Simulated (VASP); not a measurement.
A VASP calculation is set up with these files.

KPOINTS:
```
Regular mesh
0
gamma
 5 5 3
0 0 0
```

**INCAR**
```
# general
SYSTEM  = SnSe2
PREC    = Accurate
ENCUT   = 400
LREAL   = .FALSE.   # projection in real space or not
LASPH   = .TRUE.   # aspherical one-centre terms

# electronic loop
EDIFF   = 1E-6   # SCF stop (eV)
NELM    = 100   # most electronic steps
ALGO    = Normal   # blocked Davidson
LMAXMIX = 4   # l cut-off of mixed one-centre charges

# smearing
ISMEAR  = 0   # Gaussian
SIGMA   = 0.05

# functional
GGA     = PE   # PBE

# ions
ISIF    = 2   # forces and stress, cell fixed

# output
LWAVE   = .FALSE.
LCHARG  = .FALSE.
```

File POSCAR:
```
SnSe2
1
    1.9050000000    -3.2995570000     0.0000000000
    1.9050000000     3.2995570000     0.0000000000
    0.0000000000     0.0000000000     6.1400000000
Sn Se
1 2
Direct
  0.0000000000   0.0000000000   0.0000000000
  0.3333330000   0.6666670000   0.2500000000
  0.6666670000   0.3333330000   0.7500000000
```

POTCAR, in this order: Sn_d Se (PBE.64 set). Program: vasp_std.

### Question
Translate this PBE calculation to Quantum ESPRESSO's pw.x.

### Answer
One equivalent input (not run):
```
&CONTROL
  calculation = 'scf'
  pseudo_dir = './pseudo'
  outdir = './out'
  tprnfor = .true.
  tstress = .true.
/
&SYSTEM
  ibrav = 0
  nat = 3
  ntyp = 2
  ecutwfc = 86
  occupations = 'smearing'
  smearing = 'gaussian'
  degauss = 0.003675
  input_dft = 'pbe'
/
&ELECTRONS
  conv_thr = 7.3e-08
  electron_maxstep = 100
/
ATOMIC_SPECIES
  Sn 118.710 Sn.upf
  Se 78.971 Se.upf
CELL_PARAMETERS angstrom
     1.9050000   -3.2995570    0.0000000
     1.9050000    3.2995570    0.0000000
     0.0000000    0.0000000    6.1400000
ATOMIC_POSITIONS crystal
  Sn   0.0000000  0.0000000  0.0000000
  Se   0.3333330  0.6666670  0.2500000
  Se   0.6666670  0.3333330  0.7500000
K_POINTS automatic
  5 5 3 0 0 0
```
The two are equivalent in intent, not identical: the potentials are each code's own (VASP's PAW set, PseudoDojo norm-conserving files in pw.x), so ENCUT and ecutwfc are chosen apart and not converted; conv_thr bounds pw.x's estimated SCF error, while EDIFF bounds the energy change between steps.

The compound is SnSe2 in the 1T layered structure. The cell was not relaxed at this level.
